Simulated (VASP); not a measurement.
OSZICAR of a VASP run on CsPbCl₃ (cubic perovskite):

File OSZICAR:
```
       N       E                     dE             d eps       ncg     rms          rms(c)
DAV:   1     0.432379497649E+03    0.43238E+03   -0.19188E+04   520   0.153E+03
DAV:   2     0.421055184328E+02   -0.39027E+03   -0.38238E+03   680   0.344E+02
DAV:   3    -0.677114571099E+01   -0.48877E+02   -0.48496E+02   604   0.133E+02
DAV:   4    -0.863846061040E+01   -0.18673E+01   -0.18626E+01   700   0.344E+01
DAV:   5    -0.869435796509E+01   -0.55897E-01   -0.55882E-01   664   0.472E+00    0.491E+00
DAV:   6    -0.731749270079E+01    0.13769E+01   -0.30846E+00   724   0.163E+01    0.292E+00
DAV:   7    -0.721630018114E+01    0.10119E+00   -0.88304E-01   748   0.567E+00    0.194E+00
DAV:   8    -0.720501848395E+01    0.11282E-01   -0.11973E-01   696   0.268E+00    0.343E-01
DAV:   9    -0.720096971480E+01    0.40488E-02   -0.24788E-02   768   0.114E+00    0.144E-01
DAV:  10    -0.720135647385E+01   -0.38676E-03   -0.20997E-03   580   0.292E-01    0.828E-02
DAV:  11    -0.720143956990E+01   -0.83096E-04   -0.41143E-04   706   0.180E-01    0.220E-02
DAV:  12    -0.720144419217E+01   -0.46223E-05   -0.28244E-05   782   0.449E-02    0.122E-02
DAV:  13    -0.720144518356E+01   -0.99139E-06   -0.30610E-06   576   0.186E-02
   1 F= -.72014452E+01 E0= -.72014452E+01  d E =-.720145E+01
```

Which electronic solver shows in the log?

It is blocked Davidson (ALGO = Normal, or the opening steps of other solvers). The INCAR had ALGO = Normal.

Can the final energy be trusted as converged?

The run converged. It stopped with EDIFF = 1E-6, NELM = 100, NSW = 60 and EDIFFG = -0.02 after 1 ionic step (vdW-DF2, plane waves, VASP's PBE PAW potentials (set 64)).

The compound is CsPbCl3 in the cubic perovskite structure, the ideal cubic form; the compound distorts at low or room temperature. It was relaxed first, which changed the volume by +10 %. The start is the result of an earlier pass.
